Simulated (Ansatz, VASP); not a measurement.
# Cross-check of AgB between VASP and Ansatz, part 2 of 2

Aim: how closely do two programs agree when they are given the same cell, functional and k mesh? The cell is generated by rule, not measured, and may not be a known phase. Of the first pair: The cell is taken from a series of runs on this material, whose earlier steps may have relaxed, scaled, displaced or heated it; both programs get it as it stands.

VASP 6.6.1 and Ansatz 0.2.0.

So far: The structure; Ansatz: relaxation of cell and atoms, PBEsol, pair 1; VASP: relaxation of cell and atoms, PBEsol, pair 1; Comparison.

### Step 5. Ansatz: relaxation of cell and atoms, PBEsol, pair 2

Level of this step: Ansatz beside VASP: Kohn-Sham DFT, plane waves, PBEsol (Ansatz).

The relaxed volume is the usual yardstick between codes: in a stiff, nearly cubic crystal its relative difference is about their pressure difference at one cell divided by the bulk modulus. Its start cell is another than that of the pair before, and may be another structure of the material.

The two relaxations start from unlike cells of this crystal, so only their ends are compared.

Contents of input.yaml:

```yaml
crystal:
  lattice:
    - [2.8653164179, 2.8653164179, 0.0]
    - [2.8653164179, 0.0, 2.8653164179]
    - [2.8653164179, 0.0, -2.8653164179]
  atoms:
    - { symbol: B, position: [0.4717905369, 0.2641047315, 0.7358952685] }
    - { symbol: B, position: [0.5282094631, 0.7358952685, 0.2641047315] }
    - { symbol: Ag, position: [0.0, 0.5, 0.5] }
    - { symbol: Ag, position: [0.0, 0.0, 0.0] }
kpoints:
  mp_grid: { grid: [12, 12, 12] }
hamiltonian:
  xc: pbesol
scf:
  occupations: { method: methfessel_paxton, width: 0.15 }
output:
  forces: true
  stress: true
  eigenvalues: true
relax:
  adjacent_minimum: "off"
  f_tol: 0.002
  max_steps: 120
  cell: { stress_tol: 0.03 }
```

Started as:

```bash
$ ansatz run input.yaml --threads 4 --pin off --max-ram 7168MiB --backend cpu --events-out ev --progress --plain --runs-dir out
```

Numbers of over 12 decimals in the logs are rounded to 6 here.

What it wrote:

```text
[...]
Crystal: 4 atoms, lattice volume = 47.049 Å³
Basis set: ecut = 420 eV, 941 PW (Γ), exchange–correlation on 60×60×60 points (8 copies of the dense FFT grid, shifted against one another)
Bands: 27, of which v1, the nominal top of the filled ones, is band 22 counted from 1 (21 counted from 0)
Symmetry: 12 space group operations
[...]
k-points: 189 of 1728
[...]
cell:  # Å, volume = 54.7537 Å³
    - [3.478855, 3.478855, -0.826737]
    - [2.652118, 1.1102230246251565e-16, 2.652118]
    - [3.478855, 0.826737, -3.478855]
  atoms:
    - { symbol: B, position: [0.333491, 0.333255, 0.666745] }
    - { symbol: B, position: [0.666509, 0.666745, 0.333255] }
    - { symbol: Ag, position: [-3.469446951953614e-18, 0.500000, 0.500000] }
    - { symbol: Ag, position: [-1.8115339263572752e-18, 1.0996909605171452e-18, 5.652175044378449e-19] }
[key lines of the parts left out:]
SCF converged after 5 iterations
Free energy (F): -15345.558489 eV
Fermi energy:    13.591774 eV
P = ⅓ Tr σ = 0.0076 GPa (0.076 kbar)
```

### Step 6. VASP: relaxation of cell and atoms, PBEsol, pair 2

Its own start cell and the same functional, mesh and smearing now go to VASP, with its own data sets.

Contents of INCAR:

```
SYSTEM = AgB
PREC = Accurate
ENCUT = 500
EDIFF = 1E-07
NELM = 120
ISMEAR = 1
SIGMA = 0.15
LREAL = .FALSE.
ALGO = Normal
GGA = PS
NBANDS = 20
LASPH = .TRUE.
LORBIT = 11
LWAVE = .FALSE.
LCHARG = .FALSE.
ISIF = 3
IBRION = 2
NSW = 80
EDIFFG = -0.005
GGA_COMPAT = .FALSE.
NELMIN = 4
KPAR = 2
```

Contents of POSCAR:

```
AgB
1.0
    3.4501232205      3.4501232205     -0.7969569041
    2.6531663164      0.0000000000      2.6531663164
    3.4501232205      0.7969569041     -3.4501232205
B Ag
2 2
Direct
    0.3373650176      0.3313176657      0.6686826833
    0.6626342844      0.6686830323      0.3313173167
    0.9999996510      0.5000003490      0.5000000000
    0.9999996510      0.0000003490      0.0000000000
```

Contents of KPOINTS:

```
Automatic mesh
0
Gamma
12 12 12
0 0 0
```

Potentials, in the order of the species: B and Ag (PBE family, release 64).

Started as:

```bash
$ mpirun -np 2 vasp_std
```

What it wrote:

```text
[banner, memory and clock lines left out]
running    2 mpi-ranks, on    1 nodes
[...]
[... a notice as in an earlier step ...]

 LDA part: xc-table for (Slater+PW92), standard interpolation
 POSCAR, INCAR and KPOINTS ok, starting setup
[...]
entering main loop
       N       E                     dE             d eps       ncg     rms          rms(c)
DAV:   1     0.146311368816E+03    0.14631E+03   -0.13560E+04  7616   0.128E+03
DAV:   2    -0.144954580031E+02   -0.16081E+03   -0.15438E+03  8296   0.283E+02
DAV:   3    -0.193321437922E+02   -0.48367E+01   -0.47788E+01  9044   0.497E+01
DAV:   4    -0.193709695372E+02   -0.38826E-01   -0.38794E-01  8212   0.445E+00
[...]
DAV:  12    -0.164356735390E+02    0.13132E-05   -0.41092E-06  8436   0.174E-02    0.722E-03
DAV:  13    -0.164356737711E+02   -0.23209E-06   -0.46652E-07  8696   0.609E-03    0.107E-03
DAV:  14    -0.164356737909E+02   -0.19843E-07   -0.37244E-08  4516   0.189E-03
   1 F= -.16435674E+02 E0= -.16435534E+02  d E =-.164357E+02
[... from here on, the cycles between the ionic steps are left out ...]
   2 F= -.16435969E+02 E0= -.16435812E+02  d E =-.295302E-03
   3 F= -.16435969E+02 E0= -.16435812E+02  d E =-.295386E-03
   4 F= -.16436106E+02 E0= -.16435942E+02  d E =-.136868E-03
   5 F= -.16436136E+02 E0= -.16435970E+02  d E =-.167206E-03
   6 F= -.16436250E+02 E0= -.16436084E+02  d E =-.113764E-03
   7 F= -.16436529E+02 E0= -.16436370E+02  d E =-.392846E-03
   8 F= -.16436791E+02 E0= -.16436667E+02  d E =-.654769E-03
[...]
reached required accuracy - stopping structural energy minimisation
```

Parts of OUTCAR (step 6):

```text
  Total       -0.0009840     -0.0009840     -0.0009840     -0.0025116      0.0025116      0.0025116
  in kB       -0.0288484     -0.0288484     -0.0288484     -0.0736351      0.0736351      0.0736351
  external PRESSURE =      -0.0288484 kB  Pullay stress =       0.0000000 kB

 POSITION                                       TOTAL-FORCE (eV/Angst)
 -----------------------------------------------------------------------------------
      4.36255      1.71118     -1.71118        -0.002115     -0.002115      0.002115
      5.23895      2.58759      0.06378         0.002115      0.002115     -0.002115
      6.53828      3.88692     -1.23555         0.000000     -0.000000      0.000000
      6.95014      4.29877     -4.29877         0.000000     -0.000000      0.000000
 -----------------------------------------------------------------------------------
    total drift:                                0.000383      0.000954     -0.000954

  FREE ENERGIE OF THE ION-ELECTRON SYSTEM (eV)
  ---------------------------------------------------
  free  energy   TOTEN  =       -16.4367911518 eV

  energy  without entropy=      -16.4364197006  energy(sigma->0) =      -16.43666733

[... 1 part as in an earlier step ...]

[... 3 further parts left out ...]
[key lines of the parts left out:]
E-fermi :   7.2241
```

The run keeps the 12 symmetry operations of its start, so it cannot find a distortion of lower symmetry.

### Step 7. Comparison

What differs besides the data sets and the points named for the pairs above, as far as they apply: the data sets hold 44 valence electrons in Ansatz (on its default PAW (the set named soft_2) files) and 28 in VASP. Total energies have different zeros and are not compared.

Both answers:

```tsv
quantity	Ansatz	VASP	difference
volume (Å³)	54.75	54.65	+0.19 %
edge a after relaxation, in the typed setting (Å)	4.989	4.983	+0.12 %
edge b after relaxation, in the typed setting (Å)	3.751	3.750	+0.03 %
```

### Step 8. Summary of results

* difference in volume (relaxation of cell and atoms, PBEsol, pair 1): 0.049 %
* difference in volume (relaxation of cell and atoms, PBEsol, pair 2): 0.19 %

The difference in volume is 0.19 % (relaxation of cell and atoms, PBEsol, pair 2), within the 1.2 % picked in this series as the mark of a large difference, as far as the stopping tolerances let one tell. The data sets hold unlike numbers of valence electrons (44 in Ansatz and 28 in VASP), so part of the differences may come from the potentials. Such differences can come from data sets, numerical settings and the points named under the comparisons, not from the functional's error against experiment.

[Lines on the potential files, build, host, timing and source positions are cut from VASP's logs without a mark.]

[Logs are printed without paths, hosts, clocks, repeated set-up lines and the standing remarks that a program may print on its own settings, such as how far it seeks lower states.]

[Hosts, paths, dates, database ids (printed as entryN), source tags and the programs' standing remarks are cut or masked in the printed files.]
